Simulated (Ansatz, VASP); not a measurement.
# Cross-check of GaSb between VASP and Ansatz, part 2 of 2

Wanted: the spread between two codes on one cell, functional and k mesh. The cell is taken from a series of runs on this material, whose earlier steps may have relaxed, scaled, displaced or heated it; both programs get it as it stands.

VASP 6.6.1 and Ansatz 0.2.0.

So far: Starting point; Ansatz: zone-centre phonons, LDA, pair 1; VASP: zone-centre phonons, LDA, pair 1; Differences.

### 5. VASP: zone-centre phonons, LDA, pair 2

Level of this step: LDA; plane waves and PAW (Ga_d, Sb) (VASP).

Second derivatives magnify differences that forces hide, and they need a tight electronic threshold. The cell compared in this pair holds 50.90 Å³, against 49.79 Å³ for the pair before.

INCAR

```
SYSTEM = GaSb
PREC = Accurate
ENCUT = 500
EDIFF = 1E-08
NELM = 120
ISMEAR = 0
SIGMA = 0.01
LREAL = .FALSE.
ALGO = Normal
GGA = CA
NBANDS = 15
LORBIT = 11
LWAVE = .FALSE.
LCHARG = .FALSE.
ISIF = 2
IBRION = 8
LASPH = .TRUE.
GGA_COMPAT = .FALSE.
EFERMI = MIDGAP
KPAR = 2
```

POSCAR

```
GaSb
1.0
    0.0000000000      2.9414647105      2.9414647105
    2.9414647105      0.0000000000      2.9414647105
    2.9414647105      2.9414647105      0.0000000000
Ga Sb
1 1
Direct
    0.0000000000      0.0000000000      0.0000000000
    0.7500000000      0.7500000000      0.7500000000
```

KPOINTS

```
Automatic mesh
0
Gamma
12 12 12
0 0 0
```

PAW data sets: Ga_d and Sb (LDA family, release 64).

The run is started by

```console
mpirun -np 2 vasp_std
```

Numbers of over 12 decimals in the logs are rounded to 6 here.

Log:

```text
[... set-up lines as in an earlier step ...]
 entering main loop
       N       E                     dE             d eps       ncg     rms          rms(c)
DAV:   1     0.811977064093E+02    0.81198E+02   -0.84964E+03  2191   0.150E+03
DAV:   2    -0.234447417325E+01   -0.83542E+02   -0.80343E+02  2503   0.305E+02
DAV:   3    -0.863328647590E+01   -0.62888E+01   -0.62725E+01  2559   0.686E+01
DAV:   4    -0.874556369543E+01   -0.11228E+00   -0.11226E+00  2625   0.103E+01
[...]
DAV:  11    -0.859429027231E+01   -0.20038E-05   -0.44658E-06  2539   0.190E-02    0.573E-03
DAV:  12    -0.859429022404E+01    0.48271E-07   -0.23367E-07  2709   0.351E-03    0.172E-03
DAV:  13    -0.859429022969E+01   -0.56511E-08   -0.23955E-08  2685   0.164E-03
   1 F= -.85942902E+01 E0= -.85942902E+01  d E =0.000000E+00
 Linear response reoptimize wavefunctions to high precision
DAV:   1    -0.859429022986E+01   -0.16507E-09   -0.84833E-10  2221   0.329E-04
DAV:   2    -0.859429022986E+01   -0.40927E-11   -0.11613E-10  1605   0.107E-04
 Linear response DOF=           2
 Linear response progress:
[...]
RMM:  14    -0.166958327571E+00    0.25632E-07   -0.12107E-07 17572   0.746E-05    0.265E-06
RMM:  15    -0.166958340519E+00   -0.12948E-07   -0.81646E-08 17163   0.502E-05    0.112E-07
RMM:  16    -0.166958333301E+00    0.72178E-08   -0.33459E-08 14150   0.378E-05    0.883E-07
 first order change of Fermi-energy   0.11110E+01
 force on displaced ion       1 direction 1 : -10.388   0.000   0.000
 Linear response progress:
  Degree of freedom:   2/  2
       N       E                     dE             d eps       ncg     rms          rms(c)
RMM:   1    -0.295705306376E-01   -0.29571E-01   -0.57632E-03 16625   0.155E+00
RMM:   2    -0.264375251433E-01    0.31330E-02   -0.43529E-03 15287   0.452E-01    0.732E-02
RMM:   3    -0.263788762951E-01    0.58649E-04   -0.30176E-04 16857   0.121E-01    0.384E-02
RMM:   4    -0.264107827982E-01   -0.31907E-04   -0.71726E-05 17057   0.498E-02    0.493E-03
[...]
RMM:   8    -0.264060206056E-01    0.29942E-06   -0.15928E-08 16850   0.566E-04    0.926E-05
RMM:   9    -0.264059789929E-01    0.41613E-07   -0.19167E-08 17513   0.205E-04    0.108E-05
RMM:  10    -0.264059719774E-01    0.70154E-08    0.32484E-09 16578   0.845E-05    0.105E-05
 first order change of Fermi-energy  -0.11107E+01
 force on displaced ion       2 direction 1 : -10.383  -0.000  -0.000
 Linear response finished
```

Parts of OUTCAR (step 5):

```text
  Total        1.8985045      1.8985045      1.8985045      0.0000000      0.0000000     -0.0000000
  in kB       59.7587199     59.7587199     59.7587199      0.0000000      0.0000000     -0.0000000
  external PRESSURE =      59.7587199 kB  Pullay stress =       0.0000000 kB

 POSITION                                       TOTAL-FORCE (eV/Angst)
 -----------------------------------------------------------------------------------
      0.00000      0.00000      0.00000        -0.000000     -0.000000     -0.000000
      4.41220      4.41220      4.41220         0.000000      0.000000      0.000000
 -----------------------------------------------------------------------------------
    total drift:                                0.000001      0.000001      0.000001

[... 1 part as in an earlier step ...]

[... 1 further part left out ...]
```

### 6. Ansatz: zone-centre phonons, LDA, pair 2

The same cell, functional (in two slightly different forms) and mesh now go to Ansatz, which takes its cutoff from its data sets.

The cell is taken from a series of runs on this material, whose earlier steps may have relaxed, scaled, displaced or heated it; both programs get it as it stands.

input.yaml

```yaml
crystal:
  lattice:
    - [0.0, 2.9414647105, 2.9414647105]
    - [2.9414647105, 0.0, 2.9414647105]
    - [2.9414647105, 2.9414647105, 0.0]
  atoms:
    - { symbol: Ga, position: [0.0, 0.0, 0.0] }
    - { symbol: Sb, position: [0.75, 0.75, 0.75] }
kpoints:
  mp_grid: { grid: [12, 12, 12] }
hamiltonian:
  xc: lda
  pseudopotentials: { kind: paw, azcp: { folder: soft_1 }, xc_functional: pbe }
scf:
  occupations: { method: fixed }
output:
  eigenvalues: true
phonons:
  method: dfpt
```

The run is started by

```console
ansatz run input.yaml --threads 4 --pin off --max-ram 10240MiB --backend cpu --events-out ev --progress --plain --runs-dir out
```

Log:

```text
[...]
Crystal: 2 atoms, lattice volume = 50.900 Å³
Basis set: ecut = 420 eV, 965 PW (Γ), exchange–correlation on 60×60×60 points (8 copies of the dense FFT grid, shifted against one another)
Bands: 18, of which v1, the nominal top of the filled ones, is band 14 counted from 1 (13 counted from 0)
Symmetry: 24 space group operations
k-points: 163 of 1728 (irreducible under 8 space group operations, time reversal used)
[...]
k-point 1: bands = [... 10 lower, -3.1949, 7.9066, 8.9826, 8.9826, 10.4538, 12.0734, 12.0734, 12.2421]
  k-point 2: bands = [... 10 lower, -2.9523, 6.3237, 8.6489, 8.6489, 10.4052, 12.4990, 12.4990, 13.3922]
  k-point 162: bands = [... 10 lower, -0.2858, 1.9005, 5.2031, 5.4393, 13.1845, 13.4495, 13.7670, 13.8460]
[...]
ASR residual: 8.544e-5 → 0.000e0 eV/Å²; symmetrization residual: 9.907e-6 eV/Å²
  ASR residual per site (eV/Å²): 8.54e-5 3.13e-5
  Γ frequencies (cm⁻¹): 0.00 0.00 0.00 250.37 250.37 250.37
[...]
[key lines of the parts left out:]
SCF converged after 9 iterations
Free energy (F): -10043.049768 eV
Fermi energy:    9.134740 eV
```

### 7. Comparison

What differs besides the data sets and the points named for the pairs above, as far as they apply: the data sets hold 28 valence electrons in Ansatz (on its PAW soft_1 files) and 18 in VASP. Total energies have different zeros and are not compared.

The two programs side by side:

```tsv
quantity	Ansatz	VASP	difference
optical mode 1 to 3 (cm⁻¹)	250.4	252.4	-0.80 %
```

Modes are paired by rising frequency, not by their patterns, so a pair may set unlike modes beside each other; they are those without the splitting of longitudinal modes.

### 8. Summary of results

```yaml
r_m_s_difference_of_the_optical_zone_centre_modes_each_program_s_sorted_by_frequency_zone_centre_phonons_lda_pair_1: 2.2 cm⁻¹
difference_in_optical_mode_1_to_3_zone_centre_phonons_lda_pair_1: -0.9 %
r_m_s_difference_of_the_optical_zone_centre_modes_each_program_s_sorted_by_frequency_zone_centre_phonons_lda_pair_2: 2.0 cm⁻¹
difference_in_optical_mode_1_to_3_zone_centre_phonons_lda_pair_2: -0.8 %
```

What this shows: The r.m.s. difference of the optical zone-centre modes, each program's sorted by frequency is 2.2 cm⁻¹ (zone-centre phonons, LDA, pair 1). The data sets hold unlike numbers of valence electrons (28 in Ansatz and 18 in VASP), so part of the differences comes from the potentials. Among the rows given in per cent, the largest difference of the zone-centre phonons, LDA, pair 1 pair is in optical mode 1 to 3, -0.9 %. Among the rows given in per cent, the largest difference of the zone-centre phonons, LDA, pair 2 pair is in optical mode 1 to 3, -0.8 %. Such differences can come from data sets, numerical settings and the points named under the comparisons, not from the functional's error against experiment.

[Lines on the potential files, build, host, timing and source positions are cut from VASP's logs without a mark.]

[Logs are printed without paths, hosts, clocks, repeated set-up lines and the standing remarks that a program may print on its own settings, such as how far it seeks lower states.]

[Hosts, paths, dates, database ids (printed as entryN), source tags and the programs' standing remarks are cut or masked in the printed files.]
